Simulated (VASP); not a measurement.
Input of a VASP 6.6.1 run:

File INCAR:

```
SYSTEM = CuSn3
PREC = Accurate
ENCUT = 520
EDIFF = 1E-7
ISMEAR = -1
SIGMA = 0.05
LREAL = .False.
LASPH = .True.
NELM = 80
ALGO = Normal
ISIF = 2
LWAVE = .False.
LCHARG = .False.
GGA = PE
NBANDS = 63
```

File KPOINTS:

```
regular mesh
0
Gamma
  5 5 6
  0 0 0
```

The input POSCAR:

```
CuSn3
1.0
    6.6228840908      0.0000000000      0.0000000000
   -3.3114420454      5.7355858689      0.0000000000
    0.0000000000      0.0000000000      5.0048080000
Sn Cu
6 2
Direct
    0.1723395050      0.3446790100      0.2500000000
    0.1723395050      0.8276604950      0.2500000000
    0.6553209900      0.8276604950      0.2500000000
    0.8276604950      0.6553209900      0.7500000000
    0.8276604950      0.1723395050      0.7500000000
    0.3446790100      0.1723395050      0.7500000000
    0.3333333333      0.6666666667      0.7500000000
    0.6666666667      0.3333333333      0.2500000000
```

Potentials or basis: VASP PAW PBE potentials, release 64 (Sn_d, Cu).

Run with:

```console
$ cat potpaw_PBE.64/Sn_d/POTCAR potpaw_PBE.64/Cu/POTCAR > POTCAR
$ mpirun -np 1 vasp_std > vasp.out
```

**Question.** Predict the largest force.

**Answer.** 0.239 eV/Å.

**Question.** Predict the pressure.

**Answer.** 0.2 GPa.

Forces on the atoms (eV/Å):
```
Sn   0.000  0.239  0.000
Sn   0.207 -0.119  0.000
Sn  -0.207 -0.119  0.000
Sn   0.000 -0.239  0.000
Sn  -0.207  0.119  0.000
Sn   0.207  0.119  0.000
Cu   0.000  0.000  0.000
Cu   0.000  0.000  0.000
```
